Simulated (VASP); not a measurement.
Calculation: optB88-vdW, VASP's PBE PAW potentials (set 64) (plane waves; VASP 6.6.1).

VASP input:

POSCAR:
```
NaF
1
    0.0000000000     2.3366476279     2.3366476279
    2.3366476279     0.0000000000     2.3366476279
    2.3366476279     2.3366476279     0.0000000000
Na F
1 1
Direct
  1.0000000000   1.0000000000   0.0000000000
  0.5000000000   0.5000000000   0.5000000000
```

INCAR:
```
# general
SYSTEM  =NaF
PREC    =Accurate
ENCUT   =520
LREAL   =.FALSE.   # projection in real space or not
LASPH   =.TRUE.

# electronic loop
EDIFF   =1E-7   # SCF stop (eV)
NELM    =100   # most electronic steps
ALGO    =Normal   # blocked Davidson

# smearing
ISMEAR  =0   # Gaussian
SIGMA   =0.05   # width (eV)

# functional
GGA     =BO
LUSE_VDW=.TRUE.
AGGAC   =0.0
PARAM1  =0.1833333333
PARAM2  =0.22

# ions
ISIF    =2

# output
LWAVE   =.FALSE.
LCHARG  =.FALSE.
```

**KPOINTS**
```
K-points
0
G
 10 10 10
0 0 0
```

POTCAR, in this order: Na_pv F (PBE.64 set). Program: vasp_std.

The resulting files:

File OSZICAR:
```
       N       E                     dE             d eps       ncg     rms          rms(c)
DAV:   1     0.118670885467E+03    0.11867E+03   -0.82446E+03  1055   0.155E+03
DAV:   2     0.898472597811E+00   -0.11777E+03   -0.10970E+03  1098   0.378E+02
DAV:   3    -0.564187662396E+01   -0.65403E+01   -0.65231E+01  1148   0.892E+01
DAV:   4    -0.571152215023E+01   -0.69646E-01   -0.69633E-01  1154   0.982E+00
DAV:   5    -0.571230357303E+01   -0.78142E-03   -0.78141E-03  1163   0.107E+00    0.566E+00
DAV:   6    -0.474455533553E+01    0.96775E+00   -0.42141E+00  1214   0.194E+01    0.186E+00
DAV:   7    -0.472978144851E+01    0.14774E-01   -0.34577E-02  1037   0.269E+00    0.103E+00
DAV:   8    -0.472433095294E+01    0.54505E-02   -0.27404E-02  1049   0.438E+00    0.123E-01
DAV:   9    -0.472495220444E+01   -0.62125E-03   -0.34214E-03  1151   0.632E-01    0.962E-02
DAV:  10    -0.472485596028E+01    0.96244E-04   -0.54430E-04  1082   0.302E-01    0.848E-03
DAV:  11    -0.472485459277E+01    0.13675E-05   -0.19222E-05  1163   0.837E-02    0.297E-03
DAV:  12    -0.472485461814E+01   -0.25370E-07   -0.82170E-07  1106   0.181E-02
   1 F= -.47248546E+01 E0= -.47248546E+01  d E =-.397294E-11
```

File OUTCAR:
```
------------------------ aborting loop because EDIFF is reached ----------------------------------------
  FORCE on cell =-STRESS in cart. coord.  units (eV):
  Direction    XX          YY          ZZ          XY          YZ          ZX
  --------------------------------------------------------------------------------------
  Total       -0.2353601     -0.2353601     -0.2353601      0.0000000      0.0000000      0.0000000
  in kB      -14.7786141    -14.7786141    -14.7786141      0.0000000      0.0000000      0.0000000
  external PRESSURE =     -14.7786141 kB  Pullay stress =       0.0000000 kB
  volume of cell :       25.52
      direct lattice vectors                 reciprocal lattice vectors
     0.000000000  2.336647628  2.336647628    -0.213981772  0.213981772  0.213981772
     2.336647628  0.000000000  2.336647628     0.213981772 -0.213981772  0.213981772
     2.336647628  2.336647628  0.000000000     0.213981772  0.213981772 -0.213981772
  FREE ENERGIE OF THE ION-ELECTRON SYSTEM (eV)
  ---------------------------------------------------
  free  energy   TOTEN  =        -4.7248546181 eV

  energy  without entropy=       -4.7248546181  energy(sigma->0) =       -4.72485462
```
(Selected blocks of OUTCAR.)

### OUTCAR
```
 val. band max:       -2.5003320505   @ k =   0.0000   0.0000   0.0000

 cond. band min:       3.7350214510   @ k =   0.0000   0.0000   0.0000


 Fermi energy:        -2.2944074557

 k-point     1 :       0.0000    0.0000    0.0000
  band No.  band energies     occupation
      1     -21.6171      2.00000
      2     -21.6171      2.00000
      3     -21.6171      2.00000
      4     -21.4942      2.00000
      5      -2.5003      2.00000
      6      -2.5003      2.00000
      7      -2.5003      2.00000
      8       3.7350      0.00000
      9      16.3219      0.00000
     10      16.3219      0.00000
     11      16.3219      0.00000

 k-point     2 :       0.1000    0.0000    0.0000
  band No.  band energies     occupation
      1     -21.7998      2.00000
      2     -21.6181      2.00000
      3     -21.6181      2.00000
      4     -21.2984      2.00000
      5      -2.6888      2.00000
      6      -2.5238      2.00000
      7      -2.5238      2.00000
      8       4.0841      0.00000
      9      15.0961      0.00000
     10      16.4690      0.00000
     11      16.4690      0.00000

 k-point     3 :       0.2000    0.0000    0.0000
  band No.  band energies     occupation
      1     -21.9997      2.00000
      2     -21.6210      2.00000
      3     -21.6209      2.00000
      4     -21.0650      2.00000
      5      -3.1236      2.00000
      6      -2.5847      2.00000
      7      -2.5847      2.00000
      8       4.9871      0.00000
      9      13.3564      0.00000
     10      16.8327      0.00000
     11      16.8327      0.00000

 k-point     4 :       0.3000    0.0000    0.0000
  band No.  band energies     occupation
      1     -22.1536      2.00000
      2     -21.6244      2.00000
      3     -21.6244      2.00000
      4     -20.8690      2.00000
      5      -3.5819      2.00000
      6      -2.6589      2.00000
      7      -2.6589      2.00000
      8       6.1812      0.00000
      9      11.8390      0.00000
...
```

The compound is NaF in the rock salt structure. This cell is one point of a volume scan, at 1.03 of the reference volume.
